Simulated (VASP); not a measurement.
Data:

```xyz
3
Lattice="0.0000 2.7302 2.7302 2.7302 0.0000 2.7302 2.7302 2.7302 0.0000" Properties=species:S:1:pos:R:3 pbc="T T T"
Ce     0.0000     0.0000     0.0000
O      1.3651     1.3651     1.3651
O      4.0952     4.0952     4.0952
```

These are optB88-vdW, VASP's PBE PAW potentials (set 64) (plane waves; VASP) values and carry that method's errors. Run with 520 eV cut-off, Gaussian smearing of 0.050 eV, potentials Ce O.

Problem. Predict the band gap (along the path) with the smallest direct gap where there is one.

Solution. 
```json
{
 "band gap (along the path)": "1.82 eV",
 "smallest direct gap (along the path)": "1.92 eV"
}
```

Total energies compare only between runs with the same potentials, cut-off and functional.

The compound is CeO2 in the fluorite structure. It was relaxed first. The run is not spin-polarised, so no magnetic state was tried.
